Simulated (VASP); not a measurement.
```xyz
2
Lattice="0.0000 2.9313 2.9313 2.9313 0.0000 2.9313 2.9313 2.9313 0.0000" Properties=species:S:1:pos:R:3 pbc="T T T"
Cu     0.0000     0.0000     0.0000
I      1.4656     1.4656     1.4656
```

All values below come from r2SCAN+rVV10, VASP's PBE PAW potentials (set 64) (plane waves; VASP). Numerical set-up: 520 eV cut-off, 8×8×8 Γ-centred mesh, Gaussian smearing of 0.050 eV, potentials Cu I.

Q: Give the stress tensor in GPa (positive for a compressed cell).

A: 
```
3.44  0.00  0.00
0.00  3.44  0.00
0.00  0.00  3.44
```
The pressure is its mean diagonal, 3.44 GPa.

The compound is CuI in the zinc blende structure. This cell is one point of a volume scan, at 0.94 of the reference volume.
